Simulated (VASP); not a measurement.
# Sn2Bi2O (P-4m2) in VASP: notebook, part 2 of 2

VASP 6.6.1. Earlier steps stand in the parts before.

### 3 Relaxation of cell and atoms, PBE

This run uses another cell than the first one, of 26.12 Å³/atom, 1.018 times its volume.

The input, INCAR:

```
ALGO = Normal
EDIFF = 1E-7
EDIFFG = -0.005
ENCUT = 520
GGA = PE
IBRION = 2
ISIF = 3
ISMEAR = 0
KPAR = 4
LASPH = True
LCHARG = False
LREAL = False
LWAVE = False
NELM = 120
NSW = 60
POTIM = 0.3
PREC = Accurate
SIGMA = 0.1
```

The input, KPOINTS:

```
k-points
0
Gamma
  8 8 4
```

The input, POSCAR:

```
Sn2Bi2O                                 
1.0
    3.7434206600      0.0000000000      0.0000000000
    0.0000000000      3.7434206600      0.0000000000
    0.0000000000      0.0000000000      9.3210402275
  Sn              Bi              O             
     2     2     1
Direct
     0.0000000000000000    0.5000000000000000    0.3532585070873044
     0.5000000000000000    0.0000000000000000    0.6467414929126956
     0.0000000000000000    0.5000000000000000    0.8940370411160861
     0.5000000000000000    0.0000000000000000    0.1059629588839138
     0.0000000000000000    0.0000000000000000    0.5000000000000000
```

Potentials or basis: VASP PAW PBE potentials, release 64 (Sn_d, Bi_d, O).

Command:

```console
cat potpaw_PBE.64/Sn_d/POTCAR potpaw_PBE.64/Bi_d/POTCAR potpaw_PBE.64/O/POTCAR > POTCAR
mpirun -np 4 vasp_std > vasp.out
```

OUTCAR:

```text
EDIFF = 1E-7
   EDIFFG = -0.005
   ENCUT = 520
   GGA = PE
   IBRION = 2
   ISIF = 3
   ISMEAR = 0
   LASPH = True
   LREAL = False
   NELM = 120
   NSW = 60
   POTIM = 0.3
   PREC = Accurate

 ion  position               nearest neighbor table
   1  0.000  0.500  0.353-   5 2.32   5 2.32   4 3.51   4 3.51   4 3.51   4 3.51
   2  0.500  0.000  0.647-   5 2.32   5 2.32   3 3.51   3 3.51   3 3.51   3 3.51
   3  0.000  0.500  0.894-   4 3.30   4 3.30   4 3.30   4 3.30   2 3.51   2 3.51   2 3.51   2 3.51

   4  0.500  0.000  0.106-   3 3.30   3 3.30   3 3.30   3 3.30   1 3.51   1 3.51   1 3.51   1 3.51

   5  0.000  0.000  0.500-   1 2.32   2 2.32   1 2.32   2 2.32

  LATTYP: Found a simple tetragonal cell.
 ALAT       =     3.7434206600
 C/A-ratio  =     2.4899793729

  Lattice vectors:

 A1 = (   3.7434206600,   0.0000000000,   0.0000000000)
 A2 = (   0.0000000000,   3.7434206600,   0.0000000000)
 A3 = (   0.0000000000,   0.0000000000,   9.3210402275)

Analysis of symmetry for initial positions (statically):
=====================================================================
 Subroutine PRICEL returns:
 Original cell was already a primitive cell.

 Routine SETGRP: Setting up the symmetry group for a
 simple tetragonal supercell.

 Subroutine GETGRP returns: Found  8 space group operations
 (whereof  8 operations were pure point group operations)
 out of a pool of 16 trial point group operations.

The static configuration has the point symmetry D_2d.

Analysis of symmetry for dynamics (positions and initial velocities):
=====================================================================
 Subroutine PRICEL returns:
 Original cell was already a primitive cell.

 Routine SETGRP: Setting up the symmetry group for a
 simple tetragonal supercell.

 Subroutine GETGRP returns: Found  8 space group operations
 (whereof  8 operations were pure point group operations)
 out of a pool of 16 trial point group operations.

The dynamic configuration has the point symmetry D_2d.

 Subroutine INISYM returns: Found  8 space group operations
 (whereof  8 operations are pure point group operations),
 and found     1 'primitive' translations

----------------------------------------------------------------------------------------

                                     Primitive cell

  volume of cell :     130.6176

  direct lattice vectors                    reciprocal lattice vectors
     3.743420660  0.000000000  0.000000000     0.267135353  0.000000000  0.000000000
     0.000000000  3.743420660  0.000000000     0.000000000  0.267135353  0.000000000
     0.000000000  0.000000000  9.321040227     0.000000000  0.000000000  0.107284163

  length of vectors
     3.743420660  3.743420660  9.321040227     0.267135353  0.267135353  0.107284163

  position of ions in fractional coordinates (direct lattice)
     0.000000000  0.500000000  0.353258507
     0.500000000  0.000000000  0.646741493
     0.000000000  0.500000000  0.894037041
     0.500000000  0.000000000  0.105962959
     0.000000000  0.000000000  0.500000000

  ion indices of the primitive-cell ions
   primitive index   ion index
                 1           1
                 2           2
                 3           3
[... 57 lines left out ...]
   number of dos      NEDOS =    301   number of ions     NIONS =      5
   total plane-waves  NPLWV =  54880
   dimension x,y,z NGX =    28 NGY =   28 NGZ =   70
   dimension x,y,z NGXF=    56 NGYF=   56 NGZF=  140
   ions per type =               2   2   1
   NGX,Y,Z   is equivalent  to a cutoff of  12.43, 12.43, 12.48 a.u.
   NGXF,Y,Z  is equivalent  to a cutoff of  24.87, 24.87, 24.97 a.u.
 SYSTEM =  unknown system
   PREC   = accura    normal or accurate (medium, high low for compatibility)
   ISTART =      0    job   : 0-new  1-cont  2-samecut
   ICHARG =      2    charge: 1-file 2-atom 10-const
   ISPIN  =      1    spin polarized calculation?
   LNONCOLLINEAR =      F non collinear calculations
   LSORBIT =      F    spin-orbit coupling
   LASPH  =      T    aspherical Exc in radial PAW
   ENCUT  =  520.0 eV  38.22 Ry    6.18 a.u.   6.96  6.96 17.33*2*pi/ulx,y,z
   NELM   =    120;   NELMIN=  2; NELMDL= -5     # of ELM steps
   EDIFF  = 0.1E-06   stopping-criterion for ELM
   LREAL  =      F    real-space projection
   EDIFFG = -.5E-02   stopping-criterion for IOM
   NSW    =     60    number of steps for IOM
   IBRION =      2    ionic relax: 0-MD 1-quasi-New 2-CG
   NFREE  =      1    steps in history (QN), initial steepest desc. (CG)
   ISIF   =      3    stress and relaxation
   ISYM   =      2    0-nonsym 1-usesym 2-fastsym
   POTIM  = 0.3000    time-step for ionic-motion
   TEBEG  =    0.0;   TEEND  =   0.0 temperature during run
   PSTRESS=    0.0 pullay stress
   NELECT =      64.0000    total number of electrons
   NUPDOWN=      -1.0000    fix difference up-down
   EMIN   =  10.00;   EMAX   =-10.00  energy-range for DOS
   EFERMI =   0.00;   METHOD = LEGACY
   ISMEAR =     0;   SIGMA  =   0.10  broadening in eV -4-tet -1-fermi 0-gaus
   EFERMI_NEDOS =   21; number of points for ismear=-14 and -15
   IALGO  =     38    algorithm
   IMIX   =      4    mixing-type and parameters
     AMIX     =   0.40;   BMIX     =  1.00
     AMIX_MAG =   1.60;   BMIX_MAG =  1.00
  volume/ion in A,a.u.               =      26.12       176.29
  Fermi-wavevector in a.u.,A,eV,Ry     =   1.290628  2.438932 22.663490  1.665720
  Thomas-Fermi vector in A             =   2.422447
   LORBIT       =      0    0 simple, 1 ext, 2 COOP (PROOUT), +10 PAW based schemes
   GGA     = PE    functional components
   LHFCALC =     F    Hartree Fock is set to
   AEXX    =    0.0000 exact exchange contribution
   IVDW    =     0    specifies the selected vdW correction
   LEPSILON=     F    determine dielectric tensor
   LRPA    =     F    only Hartree local field effects (RPA)
 conjugate gradient relaxation of ions
 non-spin polarized calculation
 Gauss-broadening in eV      SIGMA  =   0.10
  energy-cutoff  :      520.00
  volume of cell :      130.62
 maximum number of plane-waves:      3552
 NGX is ok and might be reduce to    28
   NGX = 13   NGY = 13   NGZ = 35

--------------------------------------- Ionic step        1  -------------------------------------------

 number of electron      64.0000024 magnetization

 Free energy of the ion-electron system (eV)
  ---------------------------------------------------
  ext. energy  EPLUGINS =         0.00000000
  ---------------------------------------------------
  free energy    TOTEN  =       -21.75887405 eV

  energy without entropy =      -21.74220305  energy(sigma->0) =      -21.75053855

------------------------ aborting loop because EDIFF is reached ----------------------------------------

  FORCE on cell =-STRESS in cart. coord.  units (eV):
  Direction    XX          YY          ZZ          XY          YZ          ZX
  --------------------------------------------------------------------------------------
  -------------------------------------------------------------------------------------
  Total        0.0502065      0.0502065      0.0033459      0.0000000      0.0000000      0.0000000
  in kB        0.6158408      0.6158408      0.0410409      0.0000000      0.0000000      0.0000000
  external PRESSURE =       0.4242409 kB  Pullay stress =       0.0000000 kB
[... 182 lines left out ...]
--------------------------------------- Ionic step        6  -------------------------------------------

 number of electron      64.0000020 magnetization

 Free energy of the ion-electron system (eV)
  ---------------------------------------------------
  ext. energy  EPLUGINS =         0.00000000
  ---------------------------------------------------
  free energy    TOTEN  =       -21.75900137 eV

  energy without entropy =      -21.74245935  energy(sigma->0) =      -21.75073036

 E-fermi :   7.3197     XC(G=0): -10.0668

 val. band max:        7.3079961173   @ k =   0.5000   0.0000   0.2500
 cond. band min:       7.3254325653   @ k =   0.5000   0.3750   0.0000
 fundamental gap:      0.0174364480
 Fermi energy:         7.3197247642

 k-point     1 :       0.0000    0.0000    0.0000
  band No.  band energies     occupation
      1     -15.7638      2.00000
      2     -15.7052      2.00000
      3     -15.7052      2.00000
      4     -15.7035      2.00000
      5     -15.7033      2.00000
      6     -15.6565      2.00000
[... 973 lines left out ...]
     37      10.0696      0.00000
     38      11.1715      0.00000

 [... further k-points ...]

------------------------ aborting loop because EDIFF is reached ----------------------------------------

  FORCE on cell =-STRESS in cart. coord.  units (eV):
  Direction    XX          YY          ZZ          XY          YZ          ZX
  --------------------------------------------------------------------------------------
  -------------------------------------------------------------------------------------
  Total        0.0010786      0.0010786     -0.0022967      0.0000000      0.0000000      0.0000000
  in kB        0.0132041      0.0132041     -0.0281166      0.0000000      0.0000000      0.0000000
  external PRESSURE =      -0.0005695 kB  Pullay stress =       0.0000000 kB
[... 20 lines left out ...]
  FREE ENERGIE OF THE ION-ELECTRON SYSTEM (eV)
  ---------------------------------------------------
  free  energy   TOTEN  =       -21.7590013721 eV

  energy  without entropy=      -21.7424593539  energy(sigma->0) =      -21.75073036

 reached required accuracy - stopping structural energy minimisation
```

Wall time 3.2 min (4 MPI ranks of AMD EPYC 7R13 (Zen 3), shared host); peak memory 0.34 GiB.

What came out:

```
Free energy                            : -21.7590 eV
Relaxed volume                         : 26.18 Å³/atom
Relaxed cell                           : a = 3.752 Å, b = 3.752 Å, c = 9.298 Å, α = 90.00°, β = 90.00°, γ = 90.00°
Space group after relaxing (to 0.05 Å) : P-4m2 (No. 115)
Energy gained by relaxing              : 0.0 meV/atom
Ionic steps                            : 6
Pressure after relaxing                : 0.0 GPa
Largest force after relaxing           : 0.005 eV/Å
Band gap on the k mesh                 : none (metal or under the smearing width)
```

Forces in eV/Å, atoms in the order of the input:
```
Sn   0.000  0.000 -0.005
Sn   0.000  0.000  0.005
Bi   0.000  0.000 -0.003
Bi   0.000  0.000  0.003
O    0.000  0.000  0.000
```

Step by step:
| step | energy change (eV) | largest force (eV/Å) | pressure (GPa) | volume (Å³) |
| --- | --- | --- | --- | --- |
| 1 | 0.0000 | 0.0089 | 0.04 | 130.62 |
| 2 | 0.0000 | 0.0095 | 0.01 | 130.70 |
| 3 | 0.0000 | 0.0109 | -0.03 | 130.82 |
| 4 | -0.0001 | 0.0095 | -0.03 | 130.83 |
| 5 | -0.0001 | 0.0050 | -0.02 | 130.84 |
| 6 | -0.0001 | 0.0045 | 0.00 | 130.88 |

Final structure:
```cif
data_structure
_symmetry_space_group_name_H-M 'P 1'
_symmetry_Int_Tables_number 1
_cell_length_a 3.7518
_cell_length_b 3.7518
_cell_length_c 9.2979
_cell_angle_alpha 90.000
_cell_angle_beta 90.000
_cell_angle_gamma 90.000
_cell_volume 130.88
loop_
_atom_site_label
_atom_site_type_symbol
_atom_site_fract_x
_atom_site_fract_y
_atom_site_fract_z
_atom_site_occupancy
Sn1 Sn 0.00000 0.50000 0.35363 1
Sn2 Sn 0.50000 0.00000 0.64637 1
Bi1 Bi 0.00000 0.50000 0.89461 1
Bi2 Bi 0.50000 0.00000 0.10539 1
O1 O 0.00000 0.00000 0.50000 1
```

Caveat: spin-orbit coupling is left out, which moves the levels of the heavy elements.
